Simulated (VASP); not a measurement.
## MgS (Niningerite): Mg into a neighbouring Mg vacancy

How hard is this move in MgS (Niningerite): Mg into a neighbouring Mg vacancy? Both ends are relaxed first, then a band of images between them. The start is a cell from a database of measured crystal structures.

Program: VASP 6.6.1. Level of theory: PBEsol; plane waves and PAW (S, Mg). Results are calculated unless marked as measured.

This is a report of a sequence of runs, with most program output left out.

### 1. The host crystal

It takes space group Fm-3m (No. 225, cubic). The conventional cell has a = 5.203 Å, b = 5.203 Å, c = 5.203 Å, α = 90.00°, β = 90.00°, γ = 90.00°. Nearest to S lie 6 Mg at 2.60 Å. Mg has 6 S at 2.60 Å nearest. Farther neighbours and most contacts between anions are not listed.

### 2. Relax the host

The later steps need the crystal at this functional's own lattice; a raised cutoff keeps the stress reliable while the cell changes.

File INCAR:

```
SYSTEM = MgS
PREC = Accurate
ENCUT = 350
EDIFF = 1E-06
NELM = 120
ISMEAR = 0
SIGMA = 0.1
LREAL = .FALSE.
ALGO = Normal
GGA = PS
NBANDS = 10
LORBIT = 11
LWAVE = .FALSE.
LCHARG = .FALSE.
KPAR = 6
LASPH = .TRUE.
IBRION = 2
NSW = 40
ISIF = 3
EDIFFG = -0.02
POTIM = 0.4
```

File POSCAR:

```
MgS
1.0
    0.0000000000      2.6016500000      2.6016500000
    2.6016500000      0.0000000000      2.6016500000
    2.6016500000      2.6016500000      0.0000000000
S Mg
1 1
Direct
    0.5000000000      0.5000000000      0.5000000000
    0.0000000000      0.0000000000      0.0000000000
```

File KPOINTS:

```
Automatic mesh
0
Gamma
6 6 6
0 0 0
```

PAW data sets: S and Mg (PBE family, release 64).

Command:

```console
$ mpirun -np 6 vasp_std
```

Run time: 4 s. Hardware: 6 MPI ranks of Intel Xeon Platinum 8259CL at 2.50GHz (Skylake/Cascade Lake), shared host; peak memory 0.76 GiB; 21 s of CPU time.

The gap is read on the k-mesh alone, so it is an upper bound where the band edges lie off the mesh. The PAW data sets were made with PBE, which is usual practice but a small mismatch for other functionals. The run keeps the 48 symmetry operations of its start, so it cannot find a distortion of lower symmetry.

Relaxation path:

| step | energy less that of the first step (eV) | largest force (eV/Å) | pressure (GPa) | volume (Å³) |
| --- | --- | --- | --- | --- |
| 1 | 0.0000 | 0.0000 | -1.09 | 35.22 |
| 2 | -0.0017 | 0.0000 | -0.01 | 34.73 |

```
conventional cell, symmetrised  before  after  change
                         a (Å)   5.203  5.179  -0.5 %
                         b (Å)   5.203  5.179  -0.5 %
                         c (Å)   5.203  5.179  -0.5 %
              volume (Å³/atom)   17.61  17.37  -1.4 %
```

Final coordinates:

```cif
data_structure
_symmetry_space_group_name_H-M 'P 1'
_symmetry_Int_Tables_number 1
_cell_length_a 3.6624
_cell_length_b 3.6624
_cell_length_c 3.6624
_cell_angle_alpha 60.000
_cell_angle_beta 60.000
_cell_angle_gamma 60.000
_cell_volume 34.73
loop_
_atom_site_label
_atom_site_type_symbol
_atom_site_fract_x
_atom_site_fract_y
_atom_site_fract_z
_atom_site_occupancy
S1 S 0.50000 0.50000 0.50000 1
Mg2 Mg 0.00000 0.00000 0.00000 1
```

This step gave:

```
electronic cycles                               : 18
electrons                                       : 8
free energy (TOTEN)                             : -9.071 eV
Fermi energy                                    : 4.239 eV
labelled metallic, from the levels on this mesh : no
gap on the k-mesh                               : 2.731 eV
least direct gap on the k-mesh                  : 3.701 eV
```

The run ended after 2 ionic steps, 0.002 eV below its first step, once forces and stress met EDIFFG = -0.02.

### 3. Relax the start

System of this step: Niningerite. The cell holds 53 atoms: 27 S and 26 Mg. Its edges and angles: a = 10.987 Å, b = 10.987 Å, c = 10.987 Å, α = 60.0°, β = 60.0°, γ = 60.0°. It derives from MgS (Niningerite). Nearest the centre at fractional (0.000, 0.000, 0.167): Mg28 at 1.81 Å, S7 at 1.84 Å, S19 at 1.86 Å, Mg36 at 3.14 Å, Mg34 at 3.15 Å, S25 at 3.17 Å, Mg30 at 3.18 Å, S3 at 3.18 Å. The cell carries charge −2.

A path needs two true minima; the start is relaxed with symmetry off.

This cell carries charge -2, set by NELECT and balanced by a uniform background.

File INCAR:

```
SYSTEM = Mg26S27
PREC = Normal
ENCUT = 280
EDIFF = 1E-05
NELM = 120
ISMEAR = 0
SIGMA = 0.05
LREAL = Auto
ALGO = Fast
GGA = PS
NELECT = 216
NBANDS = 150
LORBIT = 11
LWAVE = .FALSE.
LCHARG = .FALSE.
KPAR = 6
LASPH = .TRUE.
IBRION = 2
NSW = 60
ISIF = 2
EDIFFG = -0.05
POTIM = 0.4
MAXMIX = 40
ISYM = 0
```

File POSCAR:

```
Mg26S27
1.0
    0.0000000000      7.7690246511      7.7690246511
    7.7690246511      0.0000000000      7.7690246511
    7.7690246511      7.7690246511      0.0000000000
S Mg
27 26
Direct
    0.1677047263      0.1664792598      0.1677437199
    0.1700839395      0.1643985074      0.4989134081
    0.1685750707      0.1656967908      0.8329209166
    0.1670283630      0.5010457210      0.1663781385
    0.1667843453      0.4986411892      0.4994629381
    0.1655705434      0.5003432443      0.8345317142
    0.1673525422      0.8326684184      0.1653186946
    0.1699829016      0.8326087347      0.5000151069
    0.1674999465      0.8320501332      0.8276371181
    0.5010981499      0.1661279743      0.1661185035
    0.4953566056      0.1703379828      0.5017806907
    0.4990565029      0.1693171049      0.8359416546
    0.4987558232      0.5016752856      0.1636681612
    0.4974004551      0.5008406969      0.4994399409
    0.4987501933      0.5009968278      0.8321510416
    0.4992712233      0.8327587504      0.1674870540
    0.5007958106      0.8333634908      0.5014983435
    0.5013495162      0.8306929471      0.8338673284
    0.8319992137      0.1703549228      0.1652416564
    0.8313477753      0.1678441452      0.4987708716
    0.8323505857      0.1651209422      0.8350183347
    0.8344148178      0.4977169500      0.1660989778
    0.8318855667      0.4972032509      0.5034030173
    0.8341992490      0.4983681533      0.8356200578
    0.8356714710      0.8316476495      0.1662650497
    0.8298284956      0.8330234881      0.5026161400
    0.8338990497      0.8347635530      0.8316199101
   -0.0038867751      0.0008100360      0.3330217713
   -0.0010867096     -0.0005614853      0.6695033129
    0.0011777884      0.3333613703     -0.0000307369
   -0.0009197872      0.3340090014      0.3349133980
   -0.0012051235      0.3287440247      0.6705896160
   -0.0016137078      0.6646110620      0.0016986608
   -0.0001565831      0.6690434637      0.3318133070
    0.0025918169      0.6672125503      0.6657974682
    0.3297640701     -0.0003290862      0.0013148717
    0.3300468960      0.0015138469      0.3363332683
    0.3339981193      0.0015289058      0.6655091256
    0.3323875797      0.3324395260      0.0009811495
    0.3322552760      0.3361256069      0.3317498809
    0.3262348196      0.3340829696      0.6698401419
    0.3345305160      0.6628927774      0.0053619362
    0.3346191358      0.6632165730      0.3335637287
    0.3342213600      0.6671481867      0.6648824723
    0.6673188103     -0.0011065977      0.0000632174
    0.6661189083     -0.0018988799      0.3330577547
    0.6638049489      0.0000482517      0.6666351867
    0.6646534821      0.3352077565      0.0018762711
    0.6651723623      0.3342393132      0.3337442147
    0.6649907425      0.3320248501      0.6690696212
    0.6634746875      0.6671399547      0.0016720073
    0.6694176298      0.6681049045      0.3295769793
    0.6656340885      0.6621957887      0.6681113324
```

File KPOINTS:

```
Automatic mesh
0
Gamma
2 2 2
0 0 0
```

Command:

```console
$ mpirun -np 6 vasp_std
```

Wall time 7.2 min (6 MPI ranks); peak memory 3.8 GiB; 43 min of CPU time.

Step by step:

```csv
step,energy less that of the first step (eV),largest force (eV/Å)
1,0.0000,0.9139
2,-0.3135,0.5943
3,-0.4747,0.3324
4,-0.5201,0.2148
5,-0.5520,0.0916
6,-0.5565,0.0551
7,-0.5590,0.0429
```

The atoms that moved most (Å):

```
atom      dx      dy      dz  length
Mg42   0.047  -0.114   0.014   0.124
Mg33   0.056  -0.005   0.084   0.101
Mg48  -0.083   0.055  -0.001   0.100
Mg38   0.050   0.007  -0.077   0.092
Mg30  -0.056  -0.004  -0.071   0.091
 S21   0.001  -0.085   0.008   0.086
  S7   0.017   0.084  -0.008   0.086
 S25   0.014  -0.013  -0.083   0.086
```

A gap read on the k-mesh alone can miss the band edges.

This step gave:

```
electronic cycles              : 68
electrons                      : 216
free energy (TOTEN)            : -230.3145 eV
Fermi energy                   : 3.956 eV
gap on the k-mesh              : 2.725 eV
least direct gap on the k-mesh : 2.752 eV
```

The run ended after 7 ionic steps, 0.559 eV below its first step, once the forces on the free atoms met EDIFFG = -0.05.

### 4. Relax the end

The end state is relaxed in the same way, so that both ends share their errors.

This cell carries charge -2, set by NELECT and balanced by a uniform background.

INCAR is that of step 3.

File POSCAR:

```
Mg26S27
1.0
    0.0000000000      7.7690246511      7.7690246511
    7.7690246511      0.0000000000      7.7690246511
    7.7690246511      7.7690246511      0.0000000000
S Mg
27 26
Direct
    0.1675219478      0.1652021371      0.1681271625
    0.1686759508      0.1664598013      0.4985867008
    0.1686205590      0.1652512396      0.8364572312
    0.1671737218      0.4993063100      0.1658353001
    0.1667119758      0.5004025359      0.4998773895
    0.1691454074      0.4960416932      0.8329903278
    0.1706932157      0.8326980105      0.1642818969
    0.1650395781      0.8325605832      0.5020419652
    0.1626370703      0.8344300141      0.8396290021
    0.4991142853      0.1635499971      0.1677762944
    0.5007704553      0.1690530313      0.4980477450
    0.4953253623      0.1714486604      0.8310282391
    0.5037266085      0.4967061507      0.1657966278
    0.5002766114      0.5044303636      0.4969814106
    0.4965091766      0.5044505709      0.8340830892
    0.4992072306      0.8308679409      0.1673987594
    0.4959680797      0.8366030374      0.5015369366
    0.4982129597      0.8345043055      0.8334533415
    0.8323803648      0.1646062771      0.1672760637
    0.8332012307      0.1659396499      0.4995994928
    0.8338525996      0.1680864119      0.8320595265
    0.8327177670      0.4989042026      0.1669304525
    0.8330511962      0.5016176585      0.4970269208
    0.8343063078      0.4999518383      0.8304402815
    0.8297010190      0.8317673997      0.1692689553
    0.8313082000      0.8317225373      0.5026933342
    0.8299897862      0.8337777054      0.8348720212
   -0.0000921314      0.0006137516     -0.0003673096
    0.0036237748     -0.0051752144      0.6677081625
    0.0023216523      0.3300982996     -0.0007285509
   -0.0009321727      0.3341117149      0.3333912433
   -0.0004037651      0.3354843952      0.6651483041
   -0.0004154378      0.6672804110     -0.0018234202
   -0.0019779065      0.6664241663      0.3347215149
   -0.0043904848      0.6684033715      0.6665254918
    0.3315665890      0.0018388107     -0.0017370659
    0.3333832914     -0.0024049264      0.3355970242
    0.3314045514     -0.0043977873      0.6694531667
    0.3275043801      0.3372834533      0.0040303986
    0.3298832374      0.3322026003      0.3366808890
    0.3330482321      0.3324601262      0.6691537891
    0.3331515920      0.6645089117      0.0014328240
    0.3321568373      0.6661056663      0.3350228886
    0.3337079927      0.6640383853      0.6657112244
    0.6665698201      0.0021101869      0.0004677692
    0.6658239358     -0.0011729633      0.3348528573
    0.6677053599     -0.0018359298      0.6702223682
    0.6666070164      0.3321540114     -0.0003466728
    0.6673730043      0.3318780792      0.3329827512
    0.6652317891      0.3356020659      0.6681020634
    0.6669034517      0.6701285096     -0.0010110285
    0.6659691525      0.6664212903      0.3319499487
    0.6649654292      0.6682775588      0.6647604547
```

KPOINTS is that of step 3.

Command:

```console
$ mpirun -np 6 vasp_std
```

Wall time 7.7 min (6 MPI ranks); peak memory 3.5 GiB; 46 min of CPU time.

Step by step:

```
step  energy less that of the first step (eV)  largest force (eV/Å)
   1                                   0.0000                0.8084
   2                                  -0.3993                0.5253
   3                                  -0.5822                0.2754
   4                                  -0.5826                0.2487
   5                                  -0.6294                0.1821
   6                                  -0.6651                0.0858
   7                                  -0.6654                0.0855
   8                                  -0.6702                0.0475
```

The atoms that moved most (Å):

| atom | dx | dy | dz | length |
| --- | --- | --- | --- | --- |
| S20 | 0.093 | 0.007 | 0.001 | 0.093 |
| Mg47 | -0.055 | -0.037 | 0.058 | 0.088 |
| Mg34 | 0.051 | -0.002 | 0.070 | 0.087 |
| Mg37 | 0.000 | -0.071 | -0.050 | 0.087 |
| Mg29 | -0.022 | -0.083 | 0.008 | 0.087 |
| Mg31 | -0.059 | 0.005 | -0.063 | 0.086 |
| Mg36 | 0.056 | 0.025 | -0.053 | 0.081 |
| Mg28 | 0.054 | 0.059 | -0.013 | 0.081 |

Numbers from this step:

| Item | Value |
| --- | --- |
| electronic cycles | 72 |
| free energy (TOTEN) | -230.3117 eV |
| Fermi energy | 4.022 eV |
| gap on the k-mesh | 2.722 eV |
| least direct gap on the k-mesh | 2.750 eV |

The run ended after 8 ionic steps, 0.670 eV below its first step, once the forces on the free atoms met EDIFFG = -0.05.

(Part 1 of 2 ends here.)

[Lines on the potential files, build, host, timing and source positions are cut from VASP's logs without a mark.]

[Logs are printed without paths, hosts, clocks, repeated set-up lines and the standing remarks that a program may print on its own settings, such as how far it seeks lower states.]

[Hosts, paths, dates, database ids (printed as entryN), source tags and the programs' standing remarks are cut or masked in the printed files.]

[Runs that stopped without an error message from VASP are left out.]
